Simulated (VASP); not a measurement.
Input for VASP

### POSCAR
```
HfC
1
   -0.0000000000     2.3157294115     2.3157294115
    2.3157294115     0.0000000000     2.3157294115
    2.3157294115     2.3157294115    -0.0000000000
Hf C
1 1
Direct
  0.0000000000   0.0000000000   0.0000000000
  0.5000000000   0.5000000000   0.5000000000
```

KPOINTS:
```
Automatic mesh
0
Gamma
15 15 15
0 0 0
```

### INCAR
```
SYSTEM = HfC
PREC = Accurate
ENCUT = 520
EDIFF = 1E-7
NELM = 100
ALGO = Normal
LREAL = .FALSE.
LASPH = .TRUE.
ISMEAR = -5
GGA = MK
PARAM1 = 0.1234
PARAM2 = 1.0
LUSE_VDW = .TRUE.
AGGAC = 0.0
LMAXMIX = 6
LWAVE = .FALSE.
LCHARG = .TRUE.
LORBIT = 11
NEDOS = 601
ISIF = 2
```

POTCAR, in this order: Hf_pv C (PBE.64 set). Program: vasp_std.

Translate this optB86b-vdW calculation to Quantum ESPRESSO's pw.x.

One equivalent input (not run):
```
&CONTROL
  calculation = 'scf'
  pseudo_dir = './pseudo'
  outdir = './out'
  tprnfor = .true.
  tstress = .true.
/
&SYSTEM
  ibrav = 0
  nat = 2
  ntyp = 2
  ecutwfc = 82
  occupations = 'tetrahedra'
  input_dft = 'vdw-df-ob86'
/
&ELECTRONS
  conv_thr = 7.3e-09
  electron_maxstep = 100
/
ATOMIC_SPECIES
  Hf 178.490 Hf.upf
  C 12.011 C.upf
CELL_PARAMETERS angstrom
    -0.0000000    2.3157294    2.3157294
     2.3157294    0.0000000    2.3157294
     2.3157294    2.3157294   -0.0000000
ATOMIC_POSITIONS crystal
  Hf   0.0000000  0.0000000  0.0000000
  C    0.5000000  0.5000000  0.5000000
K_POINTS automatic
  15 15 15 0 0 0
```
What does not carry over: the potentials are each code's own (VASP's PAW set, PseudoDojo norm-conserving files in pw.x), so ENCUT and ecutwfc are chosen apart and not converted; conv_thr bounds pw.x's estimated SCF error, while EDIFF bounds the energy change between steps.

The compound is HfC in the rock salt structure. It was relaxed first.
